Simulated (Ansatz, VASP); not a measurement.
**Hf in two plane-wave programs**

One calculation is typed for both programs; each brings its own data sets. How far apart do they land? The structure shown is the end of the Ansatz relaxation below.

Main program and level: Ansatz 0.2.0; plane waves, with VASP 6.6.1 beside it; single point at PBEsol.

## 1. The starting structure

The structure is hexagonal, space group P6_3/mmc (No. 194). The conventional cell has a = 3.133 Å, b = 3.133 Å, c = 5.148 Å, α = 90.00°, β = 90.00°, γ = 120.00°. Nearest to Hf lie 12 Hf at 3.13 to 3.15 Å.

## 2. Ansatz: relaxation, PBEsol

Ansatz runs on its PAW soft_1 files.

This run makes the geometry at which the two programs are then compared.

Input file input.yaml:

```yaml
crystal:
  lattice:
    - [3.13493432, 0.0, 0.0]
    - [-1.56746716, 2.7149327603, 0.0]
    - [0.0, 0.0, 5.14846736]
  atoms:
    - { symbol: Hf, position: [0.3333333, 0.6666667, 0.75] }
    - { symbol: Hf, position: [0.6666667, 0.3333333, 0.25] }
kpoints:
  mp_grid: { grid: [16, 16, 9] }
scf:
  occupations: { method: fermi_dirac, width: 0.05 }
hamiltonian:
  xc: pbesol
  pseudopotentials: { kind: paw, azcp: { folder: soft_1 }, xc_functional: pbe }
basis:
  ecutwfc: 600
output:
  forces: true
  stress: true
  write_density: true
  write_potential: true
  elf: true
  volumetric_format: npy
relax:
  f_tol: 0.005
  max_steps: 70
  cell: { stress_tol: 0.02, p_target: 0, fix: [c, alpha, beta, gamma] }
```

The run is started by

```sh
$ ansatz run input.yaml --threads 4 --pin off --max-ram 10240MiB --backend cpu --events-out ev --progress --plain --runs-dir out
```

Numbers of over 12 decimals in the logs are rounded to 6 here.

What it wrote:

```text
Warning: crystal.symmetry: narrowed to the stabiliser of the fixed cell quantities (relax.cell.fix) — unitary ops 24 → 8. The narrowing is safe, since a smaller group never makes results wrong: the run goes on under it, on as many k-points as the starting group would need, or more. Excluded: 16 operations that would move a fixed cell quantity at a test strain (relax.cell.fix fixes c, alpha, beta, gamma). The cell can leave their symmetry as it relaxes.
Engine: ansatz 0.2.0, aarch64-unknown-linux-gnu
Pseudopotentials: kind: paw
Pseudopotential: Hf, paw, valence charge 26, recommended cutoff 420 eV (normal), soft_1/Hf.paw.azcp
Functional definition: PBEsol
  exchange = pbesol_x
  correlation = pbesol_c
Crystal: 2 atoms, lattice volume = 43.819 Å³
Basis set: ecut = 600 eV, 1449 PW (Γ), exchange–correlation on 54×54×90 points (8 copies of the dense FFT grid, shifted against one another)
Bands: 32, of which v1, the nominal top of the filled ones, is band 26 counted from 1 (25 counted from 0)
Symmetry: 8 space group operations
k-points: 365 of 2304
Non-local potential: Hf, projectors of the file, l = 0: 3, l = 1: 2, l = 2: 2, l = 3: 3
PAW form: soft (Blöchl's): semilocal exchange-correlation on the pseudo side does not see the compensation charge
PAW frozen core: Hf, regenerated for the run's functional, and the local potential with it (the file was generated under x = pbe(κ = 0.804, μ = 0.219515), c = pbe(β = 0.066725))
PAW one-centre angular grid: Hf, 590 points (default); XC on 64 Gauss nodes
Initial density: superposition of atomic densities (chi_scale 0.1, normalization cell)
Initial wavefunctions: pseudopotential atomic-orbital guess
Functional: x = pbesol(κ = 0.804, μ = 0.123457), c = pbesol(β = 0.046)
SCF iter   1: F=—  HF=-31197.843884 eV  |F-HF|=—  |Δ(HF+E_count)|=         —  Δρ=3.59e-2  dr2=6.75e-1  ethr=3.10e-3  ⟨swp⟩=5.5  Hψ=42748  notcnv=0
preconditioner: auto → Kerker (q_TF=auto, 2.807 Å⁻¹)  [metal: Δε(μ)=0.002 eV  Ē_g=16.879 eV  σ=0.050 eV  W_gap=0.01  n_scr=22 (ndim 8)  ℏωp=38.9 eV  f_vac=0.000  D(μ)=1.29/eV (n_scr^D=2)]
SCF iter   2: F=—  HF=-31197.696897 eV  |F-HF|=—  |Δ(HF+E_count)|=   1.47e-1  Δρ=2.25e-2  dr2=2.62e-1  ethr=1.30e-3  ⟨swp⟩=3.0  Hψ=23631  notcnv=0  defer=44
SCF iter   3: F=—  HF=-31197.649586 eV  |F-HF|=—  |Δ(HF+E_count)|=   4.73e-2  Δρ=9.91e-3  dr2=5.15e-2  ethr=5.05e-4  ⟨swp⟩=2.0  Hψ=20410  notcnv=0  defer=44
SCF iter   4: F=—  HF=-31197.594577 eV  |F-HF|=—  |Δ(HF+E_count)|=   5.50e-2  Δρ=3.08e-3  dr2=1.98e-3  ethr=9.91e-5  ⟨swp⟩=2.7  Hψ=23748  notcnv=0  defer=44
SCF iter   5: F=—  HF=-31197.595783 eV  |F-HF|=—  |Δ(HF+E_count)|=   1.21e-3  Δρ=7.29e-4  dr2=2.20e-4  ethr=3.80e-6  ⟨swp⟩=2.1  Hψ=22717  notcnv=0  defer=42
SCF iter   6: F=—  HF=-31197.595957 eV  |F-HF|=—  |Δ(HF+E_count)|=   1.74e-4  Δρ=1.41e-4  dr2=6.20e-6  ethr=4.23e-7  ⟨swp⟩=2.0  Hψ=21138  notcnv=0  defer=42
SCF iter   7: F=—  HF=-31197.595968 eV  |F-HF|=—  |Δ(HF+E_count)|=   1.10e-5  Δρ=3.21e-5  dr2=3.63e-7  ethr=1.19e-8  ⟨swp⟩=2.0  Hψ=21138  notcnv=0  defer=40
SCF iter   8: F=-31197.595968 eV  HF=-31197.595968 eV  |F-HF|=2.68e-9  |Δ(HF+E_count)|=   2.28e-8  Δρ=5.71e-6  dr2=1.14e-8  ethr=1.92e-10  ⟨swp⟩=7.1  Hψ=70687  notcnv=0
SCF 1 converged in 8 iterations: F = -31197.595968 eV  dr2 = 1.14e-8
  greatest PAW one-centre occupation: 0.998 electrons in one spin orbital (limit 2), on the Hf atom at site 1 (counted from 0), in its partial waves of l = 0
relax step   1: F+E_penalty+E_count = -31197.59596833 eV  Δ(F+E_penalty+E_count) = +0.000e0 eV  max|allowed force component| = 6.381e-9 eV/Å  Δτ_max = 0.0000 Å  P = -1.628 GPa  Ω = 43.819 Å³  fix = [c, alpha, beta, gamma]  reactions: c -4.614 GPa; gamma +0.000 GPa/rad  (8 SCF iters, dr2 threshold 1.00e-7 eV, accepted)
[...]
relax step   2: F+E_penalty+E_count = -31197.59596608 eV  Δ(F+E_penalty+E_count) = +2.250e-6 eV  max|allowed force component| = 6.547e-9 eV/Å  Δτ_max = 0.0000 Å  P = -1.389 GPa  Ω = 43.722 Å³  energy of the carried Pulay correction = +2.276e-6 eV  fix = [c, alpha, beta, gamma]  (4 SCF iters, dr2 threshold 4.56e-8 eV, rejected (line search))
[...]
relax step   3: F+E_penalty+E_count = -31197.59598880 eV  Δ(F+E_penalty+E_count) = -2.047e-5 eV  max|allowed force component| = 6.327e-9 eV/Å  Δτ_max = 0.0000 Å  P = -1.515 GPa  Ω = 43.773 Å³  energy of the carried Pulay correction = +1.078e-6 eV  fix = [c, alpha, beta, gamma]  reactions: c -4.545 GPa; gamma +0.000 GPa/rad  (7 SCF iters, accepted)
[...]
relax step   4: F+E_penalty+E_count = -31197.59598780 eV  Δ(F+E_penalty+E_count) = +1.001e-6 eV  max|allowed force component| = 6.843e-9 eV/Å  Δτ_max = 0.0000 Å  P = -1.515 GPa  Ω = 43.773 Å³  fix = [c, alpha, beta, gamma]  reactions: c -4.545 GPa; gamma +0.000 GPa/rad  stress off target by 1.41e-4 GPa on what of the cell is left free  SCF on the basis re-selected at this cell (its energy is not comparable with the rows above)  (2 SCF iters)
basis re-selected at this cell: Δ(F+E_penalty+E_count) = +1.001e-6 eV, ΔP = +0.000 GPa vs the last step (what re-selecting the basis moved, of the pressure what is left beyond the Pulay correction that the steps carried, after the strain that the cell walked since its last selection, with what the two solves' SCF thresholds leave and, on support functions, any second-order correction that the steps lacked; it is no m [...]
SCF converged after 2 iterations
Free energy (F): -31197.595988 eV
Harris-Foulkes:  -31197.595988 eV  (|F-HF|=3.64e-12)
Internal energy: -31197.583375 eV  (E = F + TS)
E sigma→0 (E₀):  -31197.589681 eV
Entropy (-TS):   -0.012613 eV (-6.306 meV/atom)
Fermi energy:    18.428134 eV
--- Per-component energies (eV) ---
  E_band       = -0.098248
  E_kinetic    = 819.827794
  E_local      = -12518.858506  (includes V_loc(G=0)·N_el)
  E_nonlocal   = 129.624986
  E_hartree    = 6100.693269
  E_xc         = -529.507988
  E_vxc        = -509.537911  (∫ρ·V_xc dr)
  E_paw        = -15151.240926  (= ΣΔE_a)
  E_vpaw       = -122.541213  (= ΣTr[D̂ρ^β])
  E_aug_tail   = 0.000039  (compensation charges beyond the density's cutoff)
  E_ewald      = -10050.624156
  E_core_change = 2.502112  (= ΣΔE_core)
  E_smearing   = -0.012613  (= −TS)
  E_closure    = 0.000000  (closes the sum)
  Σ components = -31197.595988   (vs F -31197.595988, Δ=0.00e0)
--- Forces (eV/Å), atoms counted from 1 ---
  atom   1  Hf    -0.00000001     0.00000000     0.00000000
  atom   2  Hf     0.00000001    -0.00000000     0.00000000
  max |Σ_I F_I| component: 0.00e0 eV/Å
--- Stress (GPa, compression-positive) ---
       -0.000141      -0.000000       0.000000
       -0.000000      -0.000141       0.000000
        0.000000       0.000000      -4.544565
  P = ⅓ Tr σ = -1.5149 GPa (-15.149 kbar)
--- Band table (eV; the first three rows and the last of 365) ---
  k-point 0: bands = [... 22 lower, 10.9778, 14.5505, 18.8724, 19.5194, 19.6821, 19.6821, 20.4269, 20.4269, ... 2 higher]
  k-point 1: bands = [... 22 lower, 11.0881, 14.4864, 18.7271, 19.4305, 19.6370, 19.6370, 20.3498, 20.3498, ... 2 higher]
  k-point 2: bands = [... 22 lower, 11.4096, 14.2630, 18.4348, 19.1881, 19.5583, 19.5583, 20.1563, 20.1563, ... 2 higher]
  k-point 364: bands = [... 22 lower, 14.8423, 15.0832, 17.2041, 17.3633, 19.5920, 19.8872, 20.9225, 21.6963, ... 2 higher]
--- Relaxed structure (3 steps of the walk, 2 accepted, 1 SCFs on fresh bases) ---
  F+E_penalty+E_count = -31197.59598780 eV   max|allowed force component| = 6.843e-9 eV/Å   (the final SCF, on the basis selected at the relaxed cell)
  cell:  # Å, volume = 43.7734 Å³
    - [3.133292, 0, 0.0]
    - [-1.566646, 2.713510, 0.0]
    - [0.0, 0.0, 5.14846736]
  atoms:
    - { symbol: Hf, position: [0.333333, 0.666667, 0.750000] }
    - { symbol: Hf, position: [0.666667, 0.333333, 0.25] }
```

In the SCF lines HF is the Harris–Foulkes energy and dr2 the Hartree energy of the density residual, in eV; the loop may stop once dr2 is under the threshold and the program's other checks hold. Hψ counts applications of the Hamiltonian.

## 3. VASP: single point, PBEsol

The same cell, functional, mesh and smearing now go to VASP, with its own data sets.

Lines of VASP's logs that name or quote its potential files are left out, and so is its time.

Input file INCAR:

```
SYSTEM = Hf
PREC = Accurate
ENCUT = 500
EDIFF = 1E-06
NELM = 120
ISMEAR = -1
SIGMA = 0.05
LREAL = .FALSE.
ALGO = Normal
GGA = PS
NBANDS = 16
LASPH = .TRUE.
LORBIT = 11
LWAVE = .FALSE.
LCHARG = .FALSE.
ISIF = 2
GGA_COMPAT = .FALSE.
KPAR = 2
```

Input file POSCAR:

```
Hf
1.0
    3.1332915111      0.0000000000      0.0000000000
   -1.5666457555      2.7135100460      0.0000000000
    0.0000000000      0.0000000000      5.1484673600
Hf
2
Direct
    0.3333333337      0.6666666663      0.7500000000
    0.6666666663      0.3333333337      0.2500000000
```

Input file KPOINTS:

```
Automatic mesh
0
Gamma
16 16 9
0 0 0
```

Potentials, in the order of the species: Hf_pv (PBE family, release 64).

The run is started by

```sh
$ mpirun -np 2 vasp_std
```

What it wrote:

```text
[banner, memory and clock lines left out]
running    2 mpi-ranks, on    1 nodes
 distrk:  each k-point on    1 cores,    2 groups
 distr:  one band on    1 cores,    1 groups

 POSCAR found type information on POSCAR Hf
 POSCAR found :  1 types and       2 ions
|                                                                             |
|               ----> ADVICE to this user running VASP <----                  |
|                                                                             |
|     You enforced a specific xc type in the INCAR file but a different       |
|     [... a line on the potential file left out ...]
|     I HOPE YOU KNOW WHAT YOU ARE DOING!                                     |
|                                                                             |

 LDA part: xc-table for (Slater+PW92), standard interpolation
 POSCAR, INCAR and KPOINTS ok, starting setup
 FFT: planning ... GRIDC
 FFT: planning ... GRID_SOFT
 FFT: planning ... GRID
 WAVECAR not read
 entering main loop
       N       E                     dE             d eps       ncg     rms          rms(c)
DAV:   1     0.454600577057E+02    0.45460E+02   -0.11323E+04  4816   0.116E+03
DAV:   2    -0.201872887877E+02   -0.65647E+02   -0.64071E+02  6424   0.248E+02
DAV:   3    -0.217439763305E+02   -0.15567E+01   -0.15499E+01  6440   0.263E+01
DAV:   4    -0.217555974570E+02   -0.11621E-01   -0.11619E-01  5896   0.280E+00
DAV:   5    -0.217557427720E+02   -0.14531E-03   -0.14531E-03  6416   0.259E-01    0.662E+01
DAV:   6    -0.211978462359E+02    0.55790E+00   -0.50762E-01  5704   0.473E+00    0.391E+01
DAV:   7    -0.210026282617E+02    0.19522E+00   -0.83452E-01  5912   0.583E+00    0.184E+00
DAV:   8    -0.209924065016E+02    0.10222E-01   -0.52270E-02  5560   0.157E+00    0.347E-01
DAV:   9    -0.209925080821E+02   -0.10158E-03   -0.11011E-03  6656   0.244E-01    0.192E-01
DAV:  10    -0.209924994626E+02    0.86195E-05   -0.44824E-05  5752   0.486E-02    0.205E-01
DAV:  11    -0.209925006372E+02   -0.11746E-05   -0.47555E-06  6104   0.158E-02    0.950E-03
DAV:  12    -0.209925006978E+02   -0.60639E-07   -0.31943E-07  3456   0.418E-03
   1 F= -.20992501E+02 E0= -.20986187E+02  d E =-.126277E-01
```

From OUTCAR (step 3):

```text
ion  position               nearest neighbor table
   1  0.333  0.667  0.750-   2 3.15   2 3.15   2 3.15   2 3.15   2 3.15   2 3.15
   2  0.667  0.333  0.250-   1 3.15   1 3.15   1 3.15   1 3.15   1 3.15   1 3.15

  LATTYP: Found a hexagonal cell.
 ALAT       =     3.1332915111
 C/A-ratio  =     1.6431498128

 Subroutine GETGRP returns: Found 24 space group operations
 (whereof 12 operations were pure point group operations)

The static configuration has the point symmetry D_3d.
 The point group associated with its full space group is D_6h.

 Found    150 irreducible k-points:

   k-points           NKPTS =    150   k-points in BZ     NKDIM =    150   number of bands    NBANDS=     16

   dimension x,y,z NGX =    24 NGY =   24 NGZ =   40
   dimension x,y,z NGXF=    48 NGYF=   48 NGZF=   80

   ENCUT  =  500.0 eV  36.75 Ry    6.06 a.u.   5.71  5.71  9.39*2*pi/ulx,y,z

   NELECT =      20.0000    total number of electrons

 k-points in reciprocal lattice and weights: Automatic mesh
   0.00000000  0.00000000  0.00000000       0.000
   0.06250000 -0.00000000  0.00000000       0.003
   0.12500000 -0.00000000  0.00000000       0.003
   0.18750000 -0.00000000  0.00000000       0.003
   0.25000000 -0.00000000  0.00000000       0.003
   0.31250000 -0.00000000  0.00000000       0.003
   0.37500000 -0.00000000  0.00000000       0.003
   0.43750000  0.00000000  0.00000000       0.003
   0.50000000 -0.00000000  0.00000000       0.001
[...]
0.37500000  0.25000000  0.44444444       0.005
   0.31250000  0.31250000  0.44444444       0.005

 average (electrostatic) potential at core
       1 -36.9448       2 -36.9448

 E-fermi :   4.8981

 k-point     1 :       0.0000    0.0000    0.0000
  band No.  band energies     occupation
    ...
      4     -25.1874      2.00000
      5     -25.1385      2.00000
      6     -25.1385      2.00000
      7      -2.5527      2.00000
      8       1.0253      2.00000
      9       5.3473      0.00025
     10       5.9976      0.00000
     11       6.1633      0.00000
     12       6.1633      0.00000
     13       6.9075      0.00000
    ...

 k-point     2 :       0.0625   -0.0000    0.0000
  band No.  band energies     occupation
    ...
      4     -25.1912      2.00000
      5     -25.1666      2.00000
      6     -25.1426      2.00000
      7      -2.4268      2.00000
      8       1.1549      2.00000
      9       5.1955      0.00521
     10       5.7095      0.00000
     11       6.2825      0.00000
     12       6.3712      0.00000
     13       6.7663      0.00000
    ...

 k-point     3 :       0.1250   -0.0000    0.0000
  band No.  band energies     occupation
    ...
      5     -25.2029      2.00000
      6     -25.1547      2.00000
      7      -2.0605      2.00000
      8       1.5218      2.00000
      9       4.7968      1.76705
     10       5.2424      0.00204
     11       6.3470      0.00000
     12       6.6363      0.00000
     13       6.7371      0.00000
     14       7.2758      0.00000
    ...

  Total       -0.0913242     -0.0913242     -1.3591235     -0.0000000      0.0000000      0.0000000
  in kB       -3.3426150     -3.3426150    -49.7461291     -0.0000000      0.0000000      0.0000000
  external PRESSURE =     -18.8104530 kB  Pullay stress =       0.0000000 kB

  energy-cutoff  :      500.00
  volume of cell :       43.77
      direct lattice vectors                 reciprocal lattice vectors
     3.133291511  0.000000000  0.000000000     0.319153196  0.184263184  0.000000000
    -1.566645755  2.713510046  0.000000000     0.000000000  0.368526367  0.000000000
     0.000000000  0.000000000  5.148467360     0.000000000  0.000000000  0.194232561

 POSITION                                       TOTAL-FORCE (eV/Angst)
 -----------------------------------------------------------------------------------
      0.00000      1.80901      3.86135         0.000000     -0.000000      0.000000
      1.56665      0.90450      1.28712        -0.000000      0.000000      0.000000
 -----------------------------------------------------------------------------------
    total drift:                               -0.000000      0.000000     -0.000000

  FREE ENERGIE OF THE ION-ELECTRON SYSTEM (eV)
  ---------------------------------------------------
  free  energy   TOTEN  =       -20.9925006978 eV

  energy  without entropy=      -20.9798730423  energy(sigma->0) =      -20.98618687

 total charge
# of ion       s       p       d       tot
------------------------------------------
    1        0.398   6.394   1.583   8.374
    2        0.398   6.394   1.583   8.374
--------------------------------------------------
tot          0.795  12.788   3.166  16.749

[... 3 further parts left out ...]
```

The run ends at a pressure of -1.88 GPa.

## 4. Comparison

Known differences besides the potentials themselves: the data sets hold 52 valence electrons in Ansatz (on its PAW soft_1 files) and 20 in VASP; the cutoff is 600 eV in Ansatz and 500 eV in VASP; Ansatz makes its cores anew for this functional, VASP keeps those of its PBE data sets; Ansatz's pressure holds a Pulay correction, VASP's none. Total energies have different zeros and are not compared.

Compared:

| quantity | Ansatz | VASP | difference |
| --- | --- | --- | --- |
| pressure (GPa) | -1.51 | -1.88 | +0.37 |

## 5. Summary of results

- difference in pressure (single point, PBEsol): 0.37 GPa

What this shows: The difference in pressure is 0.37 GPa (single point, PBEsol), within the 1 GPa picked in this series as the mark of a large difference. The data sets hold unlike numbers of valence electrons (52 in Ansatz and 20 in VASP), so part of the differences comes from the potentials. Such differences can come from data sets, numerical settings and the points named under the comparisons, not from the functional's error against experiment.

[Lines on the potential files, build, host, timing and source positions are cut from VASP's logs without a mark.]

[Logs are printed without paths, hosts, clocks, repeated set-up lines and the standing remarks that a program may print on its own settings, such as how far it seeks lower states.]

[Hosts, paths, dates, database ids (printed as entryN), source tags and the programs' standing remarks are cut or masked in the printed files.]
